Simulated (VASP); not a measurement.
All values below come from PBEsol GGA, VASP's PBE PAW potentials (set 64) (plane waves; VASP).

Input for VASP

**INCAR**
```
ALGO = Normal
EDIFF = 1E-7
ENCUT = 520
GGA = PS
ISIF = 2
ISMEAR = -5
LASPH = T
LCHARG = T
LORBIT = 11
LREAL = F
LWAVE = F
NEDOS = 601
NELM = 100
PREC = Accurate
SYSTEM = BN
```

File KPOINTS:
```
kpoints
0
G
  11 11 6
```

**POSCAR**
```
BN
1
    2.5423464809     0.0000000000     0.0000000000
   -1.2711732405     2.2017362105     0.0000000000
    0.0000000000     0.0000000000     4.2053300603
B N
2 2
Direct
  0.6666670000   0.3333330000   0.0003383763
  0.3333330000   0.6666670000   0.5003383763
  0.6666670000   0.3333330000   0.3746616237
  0.3333330000   0.6666670000   0.8746616237
```

POTCAR, in this order: B N (PBE.64 set). Program: vasp_std.

Q: What will the output report for the number of irreducible k-points (NKPTS), number of bands (NBANDS), largest plane-wave count, number of space-group operations, FFT grid (NGX, NGY, NGZ)?

A: 
```
Property                                      Result
--------------------------------------  ------------
number of irreducible k-points (NKPTS)            64
number of bands (NBANDS)                          12
largest plane-wave count                         652
number of space-group operations                  12
FFT grid (NGX, NGY, NGZ)                20 × 20 × 32
```

The structure comes from a measured BN entry (P6_3mc) of the Crystallography Open Database, whose conditions weren't checked. It was relaxed first.
